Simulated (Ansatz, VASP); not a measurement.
# AlNi: VASP beside Ansatz, part 2 of 2

Wanted: the spread between two codes on one cell, functional and k mesh. The structure shown is the end of the Ansatz relaxation below.

VASP 6.6.1 and Ansatz 0.2.0.

So far: The structure; Ansatz: relaxation, LDA; VASP: single point, LDA, pair 1; Comparison.

### Step 6. VASP: single point, LDA, pair 2

Level of this step: LDA, no spin polarisation; plane waves and PAW (Al, Ni) (VASP).

The same cell, functional (in two slightly different forms), mesh and smearing now go to VASP, with its own data sets.

INCAR reads:

```
SYSTEM = AlNi
PREC = Accurate
ENCUT = 600
EDIFF = 1E-06
NELM = 120
ISMEAR = 1
SIGMA = 0.2
LREAL = .FALSE.
ALGO = Normal
GGA = PW92
NBANDS = 12
LASPH = .TRUE.
LORBIT = 11
LWAVE = .FALSE.
LCHARG = .FALSE.
ISIF = 2
GGA_COMPAT = .FALSE.
KPAR = 2
```

POSCAR reads:

```
AlNi
1.0
    2.7819084890      0.0632685329      0.0632685329
    0.0632685329      2.7819084890      0.0632685329
    0.0632685329      0.0632685329      2.7819084890
Al Ni
1 1
Direct
    0.0000000000      0.0000000000      0.0000000000
    0.5000000000      0.5000000000      0.5000000000
```

KPOINTS reads:

```
Automatic mesh
0
Gamma
16 16 16
0 0 0
```

PAW data sets: Al and Ni (LDA family, release 64).

Launch:

```console
mpirun -np 2 vasp_std
```

Numbers of over 12 decimals in the logs are rounded to 6 here.

What it wrote:

```text
[banner, memory and clock lines left out]
running    2 mpi-ranks, on    1 nodes
[...]
[... a notice as in an earlier step ...]

 LDA part: xc-table for (Slater(with rela. corr.)+PW92), standard interpolation
 POSCAR, INCAR and KPOINTS ok, starting setup
[...]
entering main loop
       N       E                     dE             d eps       ncg     rms          rms(c)
DAV:   1     0.443908413087E+02    0.44391E+02   -0.62879E+03 10212   0.133E+03
DAV:   2    -0.116911420087E+02   -0.56082E+02   -0.51862E+02 10272   0.212E+02
DAV:   3    -0.135333631806E+02   -0.18422E+01   -0.18233E+01 12044   0.445E+01
DAV:   4    -0.135579965467E+02   -0.24633E-01   -0.24624E-01 11132   0.465E+00
[...]
DAV:  10    -0.120854067486E+02    0.29367E-03   -0.93318E-04 11952   0.452E-01    0.879E-02
DAV:  11    -0.120854072889E+02   -0.54030E-06   -0.27704E-05 12780   0.492E-02    0.268E-02
DAV:  12    -0.120854067083E+02    0.58063E-06   -0.26941E-06  8072   0.291E-02
   1 F= -.12085407E+02 E0= -.12085867E+02  d E =0.138114E-02
```

Parts of OUTCAR (step 6):

```text
  Total        1.7207066      1.7207066      1.7207066     -0.8404860     -0.8404860     -0.8404860
  in kB      128.2487285    128.2487285    128.2487285    -62.6436021    -62.6436021    -62.6436021
  external PRESSURE =     128.2487285 kB  Pullay stress =       0.0000000 kB

 POSITION                                       TOTAL-FORCE (eV/Angst)
 -----------------------------------------------------------------------------------
      0.00000      0.00000      0.00000        -0.000000      0.000000      0.000000
      1.45422      1.45422      1.45422         0.000000     -0.000000      0.000000
 -----------------------------------------------------------------------------------
    total drift:                                0.000000      0.000000     -0.000000

  FREE ENERGIE OF THE ION-ELECTRON SYSTEM (eV)
  ---------------------------------------------------
  free  energy   TOTEN  =       -12.0854067083 eV

  energy  without entropy=      -12.0867878528  energy(sigma->0) =      -12.08586709

[... 3 further parts left out ...]
[key lines of the parts left out:]
E-fermi :  11.2270
```

The run ends at a pressure of 12.82 GPa.

### Step 7. Differences

What differs besides the data sets and the points named for the pairs above, as far as they apply: the data sets hold 21 valence electrons in Ansatz (on its PAW soft_1 files) and 13 in VASP. Total energies have different zeros and are not compared.

Compared:

```
      quantity  Ansatz   VASP  difference
pressure (GPa)   12.48  12.82       -0.35
```

### Step 8. Ansatz: relaxation, LDA

This run makes the geometry at which the two programs are then compared. The cell compared in this pair holds 22.55 Å³, against 21.50 Å³ for the pair before.

The structure compared here is the end of the Ansatz relaxation.

input.yaml reads:

```yaml
crystal:
  lattice:
    - [2.8035974547, 0.0, 0.0]
    - [0.0, 2.8035974547, 0.0]
    - [0.0, 0.0, 2.8319166209]
  atoms:
    - { symbol: Al, position: [0.0, 0.0, 0.0] }
    - { symbol: Ni, position: [0.5, 0.5, 0.5] }
kpoints:
  mp_grid: { grid: [16, 16, 16] }
hamiltonian:
  xc: lda
  pseudopotentials: { kind: paw, azcp: { folder: soft_1 }, xc_functional: pbe }
scf:
  occupations: { method: methfessel_paxton, width: 0.2 }
output:
  forces: true
  stress: true
  eigenvalues: true
relax:
  adjacent_minimum: "off"
  f_tol: 0.001
  max_steps: 60
  cell: { stress_tol: 0.01, fix: [a, b, gamma] }
```

Launch:

```console
ansatz run input.yaml --threads 4 --pin off --max-ram 10240MiB --backend cpu --events-out ev --progress --plain --runs-dir out
```

What it wrote:

```text
[...]
Crystal: 2 atoms, lattice volume = 22.259 Å³
Basis set: ecut = 420 eV, 461 PW (Γ)
Bands: 15, of which v1, the nominal top of the filled ones, is band 11 counted from 1 (10 counted from 0)
Symmetry: 16 space group operations
[...]
k-points: 405 of 4096
[...]
k-point 404: bands = [... 7 lower, 13.4599, 13.5275, 16.4632, 16.5168, 16.5168, 18.6788, 19.2375, 19.2375]
--- Relaxed structure (5 steps of the walk, 5 accepted, 2 SCFs on fresh bases) ---
[...]
cell:  # Å, volume = 22.5482 Å³
    - [2.8035974547, 0.0, 0.0]
    - [0.0, 2.8035974547, 0.0]
    - [0.0, 0.0, 2.868668]
  atoms:
    - { symbol: Al, position: [0, 0, 0.0] }
    - { symbol: Ni, position: [0.5, 0.5, 0.500000] }
[key lines of the parts left out:]
SCF converged after 4 iterations
Free energy (F): -6287.671421 eV
Fermi energy:    14.553583 eV
P = ⅓ Tr σ = 1.4152 GPa (14.152 kbar)
```

### Step 9. VASP: single point, LDA, pair 3

The same cell, functional (in two slightly different forms), mesh and smearing now go to VASP, with its own data sets.

INCAR is that of step 6.

POSCAR reads:

```
AlNi
1.0
    2.8035974547      0.0000000000      0.0000000000
    0.0000000000      2.8035974547      0.0000000000
    0.0000000000      0.0000000000      2.8686675551
Al Ni
1 1
Direct
    0.0000000000      0.0000000000      0.0000000000
    0.5000000000      0.5000000000      0.5000000000
```

KPOINTS is that of step 6.

Launch:

```console
mpirun -np 2 vasp_std
```

What it wrote:

```text
[... set-up lines as in an earlier step ...]
 entering main loop
       N       E                     dE             d eps       ncg     rms          rms(c)
DAV:   1     0.444129640893E+02    0.44413E+02   -0.61735E+03  9796   0.130E+03
DAV:   2    -0.117818782430E+02   -0.56195E+02   -0.51981E+02  9924   0.212E+02
DAV:   3    -0.135990487579E+02   -0.18172E+01   -0.17958E+01 11700   0.442E+01
DAV:   4    -0.136231827204E+02   -0.24134E-01   -0.24124E-01 10840   0.458E+00
[...]
DAV:  10    -0.121849762710E+02    0.34518E-03   -0.10271E-03 11768   0.473E-01    0.816E-02
DAV:  11    -0.121849774553E+02   -0.11843E-05   -0.31751E-05 11520   0.509E-02    0.239E-02
DAV:  12    -0.121849768590E+02    0.59634E-06   -0.34401E-06  9304   0.320E-02
   1 F= -.12184977E+02 E0= -.12185165E+02  d E =0.564026E-03
```

Parts of OUTCAR (step 9):

```text
  Total        0.3451958      0.3451958      0.0395839      0.0000000     -0.0000000      0.0000000
  in kB       24.5281381     24.5281381      2.8126625      0.0000000     -0.0000000      0.0000000
  external PRESSURE =      17.2896462 kB  Pullay stress =       0.0000000 kB

 POSITION                                       TOTAL-FORCE (eV/Angst)
 -----------------------------------------------------------------------------------
      0.00000      0.00000      0.00000         0.000000      0.000000      0.000000
      1.40180      1.40180      1.43433         0.000000      0.000000      0.000000
 -----------------------------------------------------------------------------------
    total drift:                                0.000000      0.000000     -0.000000

  FREE ENERGIE OF THE ION-ELECTRON SYSTEM (eV)
  ---------------------------------------------------
  free  energy   TOTEN  =       -12.1849768590 eV

  energy  without entropy=      -12.1855408850  energy(sigma->0) =      -12.18516487

[... 1 part as in an earlier step ...]

[... 2 further parts left out ...]
[key lines of the parts left out:]
E-fermi :  10.5480
```

The run ends at a pressure of 1.73 GPa.

### Step 10. Differences

What differs besides the data sets and the points named for the pairs above, as far as they apply: the data sets hold 21 valence electrons in Ansatz (on its PAW soft_1 files) and 13 in VASP. Total energies have different zeros and are not compared.

Both answers:

```
      quantity  Ansatz  VASP  difference
pressure (GPa)    1.42  1.73       -0.31
```

### Step 11. Outcome

```yaml
difference_in_pressure_single_point_lda_pair_1: -0.37 GPa
difference_in_pressure_single_point_lda_pair_2: -0.35 GPa
difference_in_pressure_single_point_lda_pair_3: -0.31 GPa
```

In words: The difference in pressure is -0.37 GPa (single point, LDA, pair 1), within the 1 GPa picked in this series as the mark of a large difference. The data sets hold unlike numbers of valence electrons (21 in Ansatz and 13 in VASP), so part of the differences comes from the potentials. 5 further runs of this series are not shown here. How closely two codes agree says nothing of how well the functional describes the real material.

[Lines on the potential files, build, host, timing and source positions are cut from VASP's logs without a mark.]

[Logs are printed without paths, hosts, clocks, repeated set-up lines and the standing remarks that a program may print on its own settings, such as how far it seeks lower states.]

[Hosts, paths, dates, database ids (printed as entryN), source tags and the programs' standing remarks are cut or masked in the printed files.]
